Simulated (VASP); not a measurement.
Calculation: PBE GGA, VASP's PBE PAW potentials (set 64) (plane waves; VASP).

The input files of a VASP run:

File POSCAR:
```
ZnO
1
    1.6430867183    -2.8459101297     0.0000000000
    1.6430867183     2.8459101297     0.0000000000
    0.0000000000     0.0000000000     5.3069657218
Zn O
2 2
Direct
  0.6666670000   0.3333330000   0.5014449356
  0.3333330000   0.6666670000   0.0014449356
  0.6666670000   0.3333330000   0.8805550644
  0.3333330000   0.6666670000   0.3805550644
```

**KPOINTS**
```
Automatic
0
gamma
 8 8 4
0 0 0
```

INCAR:
```
ISMEAR  =  0
PREC  =  Accurate
LWAVE  =  .True.
SIGMA  =  0.05   # width (eV)
ENCUT  =  520   # plane-wave cut-off (eV)
LASPH  =  .True.
LCHARG  =  .False.
SYSTEM  =  ZnO
EDIFF  =  1E-6
NELM  =  100   # most electronic steps
ALGO  =  Normal
LREAL  =  .False.
GGA  =  PE   # PBE
LMAXMIX  =  4
```

POTCAR, in this order: Zn O (PBE.64 set). Program: vasp_std.

**Question.** What does the run give for the energy per atom (σ→0)?

**Answer.** 
```yaml
energy per atom (σ→0): -4.465 eV/atom
```

**OSZICAR**
```
...
DAV:   9    -0.178577814925E+02    0.64825E-01   -0.18939E-01  2048   0.788E+00    0.345E-01
DAV:  10    -0.178615199751E+02   -0.37385E-02   -0.57471E-02  1338   0.174E+00    0.148E-01
DAV:  11    -0.178615061018E+02    0.13873E-04   -0.15297E-03  1888   0.509E-01    0.354E-02
DAV:  12    -0.178615625420E+02   -0.56440E-04   -0.15305E-04  1830   0.230E-01    0.351E-02
DAV:  13    -0.178615563574E+02    0.61846E-05   -0.39883E-05  1706   0.125E-01    0.127E-02
DAV:  14    -0.178615566351E+02   -0.27764E-06   -0.14975E-05  1464   0.435E-02    0.481E-03
DAV:  15    -0.178615560681E+02    0.56690E-06   -0.13959E-06   876   0.152E-02
   1 F= -.17861556E+02 E0= -.17861556E+02  d E =-.156403E-15
```

The compound is ZnO in the wurtzite structure. It was relaxed first.
